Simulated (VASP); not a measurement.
Consider the following.

```
CELL_PARAMETERS angstrom
      0.00000     3.26696     3.26696
      3.26696     0.00000     3.26696
      3.26696     3.26696     0.00000
ATOMIC_POSITIONS crystal
  Mg 0.25000 0.25000 0.25000
  Mg 0.75000 0.75000 0.75000
  Ge 0.00000 0.00000 0.00000
```

These are PW91 GGA, VASP's PBE PAW potentials (set 64) (plane waves; VASP 6.6.1) values and carry that method's errors. Numerical set-up: 520 eV cut-off, 6×6×6 Γ-centred mesh, Gaussian smearing of 0.050 eV, potentials Mg Ge_d.

Q: What does the run give for the energy per atom (σ→0), pressure, band gap (on the k-mesh) with the smallest direct gap where there is one?

A: 
```yaml
band gap (on the k-mesh): 0.23 eV
smallest direct gap (on the k-mesh): 0.67 eV
energy per atom (σ→0): -2.785 eV/atom
pressure: -2.62 GPa
```

Total energies compare only between runs with the same potentials, cut-off and functional.

The compound is Mg2Ge in the antifluorite structure. This cell is one point of a volume scan, at 1.06 of the reference volume.
